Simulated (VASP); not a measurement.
Here is the system:

```
NbN
1.0
    0.00000     2.14601     2.14601
    2.14601     0.00000     2.14601
    2.14601     2.14601     0.00000
Nb N
1 1
Direct
  0.00000   0.00000   0.00000
  0.50000   0.50000   0.50000
```

Computed with PBE GGA with D3 dispersion (Becke-Johnson damping), VASP's PBE PAW potentials (set 64) (plane waves; VASP). Settings: 520 eV cut-off, 14×14×14 Γ-centred mesh, first-order Methfessel-Paxton smearing of 0.10 eV, potentials Nb_sv N.

Question: Estimate the energy per atom (σ→0), pressure, band gap (on the k-mesh) with the smallest direct gap where there is one.

Answer: 
- band gap (on the k-mesh) = none (metal, semimetal or under 0.01 eV)
- energy per atom (σ→0) = -10.728 eV/atom
- pressure = 23.31 GPa

The absolute energy has meaning only against runs of the same code, potentials and settings.

The compound is NbN in the rock salt structure, the cubic δ form, which competes with hexagonal ones. This cell is one point of a volume scan, at 0.94 of the reference volume. VASP warned that the highest band is occupied, so more bands are needed.
